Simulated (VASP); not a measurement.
AgCl (rock salt), at 1.04 of the tabulated volume:

```yaml
crystal:
  lattice:
    - [0.00000, 2.81152, 2.81152]
    - [2.81152, 0.00000, 2.81152]
    - [2.81152, 2.81152, 0.00000]
  atoms:
    - { symbol: Ag, position: [0.00000, 0.00000, 0.00000] }
    - { symbol: Cl, position: [0.50000, 0.50000, 0.50000] }
```

The lowest empty band near Γ, direction [100], from PBE with spin-orbit coupling in VASP (PAW); its two spin partners are averaged. The gap over the points computed is 0.88 eV, and the next band on that side lies 9.93 eV away at the edge.

Numerical set-up: 400 eV cut-off, 9×9×9 Γ-centred mesh, Gaussian smearing of 0.050 eV, potentials Ag Cl.

```tsv
distance from the edge in k (1/Å)	distance in energy (meV)
0.018	4.6
0.025	8.8
0.035	17.3
0.050	35.3
0.070	68.8
```

**Question.** Fit E(1 + αE) = ħ²k²/2m* (ħ²/2m0 = 3.810 eV Å²) and predict the row at 0.095 1/Å.

**Answer.** The rows don't resolve α, so a parabola serves: the electron mass is m* = 0.271 m0, and so 126.9 meV. The run gave 125.7 meV, -1.2 meV from the fit.

Left out are points under 3 meV from the edge, since the levels carry 0.1 meV, and points farther than half the way to the next band.

The compound is AgCl in the rock salt structure. The cell was not relaxed at this level.
